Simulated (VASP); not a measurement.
A convergence study with VASP on PtTe$_{2}$ (1T layered): a few settings are varied, all else stays as given below, so the limit is that of these other settings.

```xyz
3
Lattice="2.0150 -3.4901 0.0000 2.0150 3.4901 0.0000 0.0000 0.0000 5.2200" Properties=species:S:1:pos:R:3 pbc="T T T"
Te     2.0150     1.1634     1.3259
Te     2.0150    -1.1634     3.8941
Pt     0.0000     0.0000     0.0000
```

The numbers are results of PBE GGA, VASP's PBE PAW potentials (set 64) (plane waves; VASP), not measurements. The last row used: 550 eV cut-off, 16×16×11 Γ-centred mesh, second-order Methfessel-Paxton smearing of 0.40 eV, potentials Te Pt.

```tsv
setting	E (eV/atom)	pressure (GPa)	irreducible k-points
ISMEAR = -1, SIGMA = 0.01, 5×5×4 mesh	-4.5082	5.56	17
ISMEAR = -1, SIGMA = 0.2, 5×5×4 mesh	?	5.65	17
ISMEAR = 0, SIGMA = 0.01, 5×5×4 mesh	-4.5082	5.56	17
ISMEAR = 0, SIGMA = 0.2, 5×5×4 mesh	-4.5082	5.52	17
ISMEAR = 1, SIGMA = 0.01, 5×5×4 mesh	-4.5082	5.56	17
ISMEAR = 1, SIGMA = 0.2, 5×5×4 mesh	-4.5082	5.54	17
ISMEAR = 2, SIGMA = 0.01, 5×5×4 mesh	-4.5082	5.56	17
ISMEAR = 2, SIGMA = 0.2, 5×5×4 mesh	-4.5083	5.56	17
ISMEAR = -1, SIGMA = 0.05, 10×10×7 mesh	-4.5006	5.61	80
ISMEAR = -1, SIGMA = 0.2, 10×10×7 mesh	-4.5014	5.72	80
ISMEAR = 0, SIGMA = 0.05, 10×10×7 mesh	-4.5007	5.60	80
ISMEAR = 0, SIGMA = 0.2, 10×10×7 mesh	-4.5006	5.61	80
ISMEAR = 1, SIGMA = 0.05, 10×10×7 mesh	-4.5007	5.59	80
ISMEAR = 1, SIGMA = 0.2, 10×10×7 mesh	-4.5004	5.61	80
ISMEAR = 2, SIGMA = 0.05, 10×10×7 mesh	-4.5007	5.59	80
ISMEAR = 2, SIGMA = 0.2, 10×10×7 mesh	-4.5004	5.61	80
ISMEAR = -1, SIGMA = 0.05, 16×16×11 mesh	-4.5012	5.58	285
ISMEAR = -1, SIGMA = 0.4, 16×16×11 mesh	-4.4927	6.44	285
ISMEAR = 0, SIGMA = 0.05, 16×16×11 mesh	-4.5013	5.57	285
ISMEAR = 0, SIGMA = 0.4, 16×16×11 mesh	?	5.65	285
ISMEAR = 1, SIGMA = 0.05, 16×16×11 mesh	-4.5013	5.57	285
ISMEAR = 1, SIGMA = 0.4, 16×16×11 mesh	-4.5015	5.57	285
ISMEAR = 2, SIGMA = 0.05, 16×16×11 mesh	-4.5013	5.56	285
ISMEAR = 2, SIGMA = 0.4, 16×16×11 mesh	-4.5012	5.58	285
```

Q: Some entries are withheld; supply them.

A: 
- ISMEAR = -1, SIGMA = 0.2, 5×5×4 mesh, E (eV/atom): -4.5059
- ISMEAR = 0, SIGMA = 0.4, 16×16×11 mesh, E (eV/atom): -4.5020

Left out are rungs that failed or repeat a setting and relaxations that didn't move; long series are thinned to 24 rows.

The compound is PtTe2 in the 1T layered structure. The cell was not relaxed at this level.
